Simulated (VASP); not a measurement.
Here is the system:

```yaml
crystal:
  lattice:
    - [5.15400, -1.79498, 0.50621]
    - [5.15400, 1.79498, 0.50621]
    - [4.23709, 0.00000, 3.47692]
  atoms:
    - { symbol: As, position: [0.21165, 0.21165, 0.21165] }
    - { symbol: As, position: [0.78835, 0.78835, 0.78835] }
```

Level of theory: r2SCAN meta-GGA, VASP's PBE PAW potentials (set 64) (plane waves; VASP). Run with 520 eV cut-off, 10×10×10 Γ-centred mesh, tetrahedra with Blöchl corrections, potentials As.

Question: Predict the energy per atom (σ→0), band gap (over mesh and band path) with the smallest direct gap where there is one.

Answer: 
```json
{
  "band gap (over mesh and band path)": "0.56 eV",
  "smallest direct gap (over mesh and band path)": "1.20 eV",
  "energy per atom (σ→0)": "-14.709 eV/atom"
}
```

The absolute energy has meaning only against runs of the same code, potentials and settings.

The compound is As in the a7 structure. It was relaxed first, which changed the volume by +32 %.
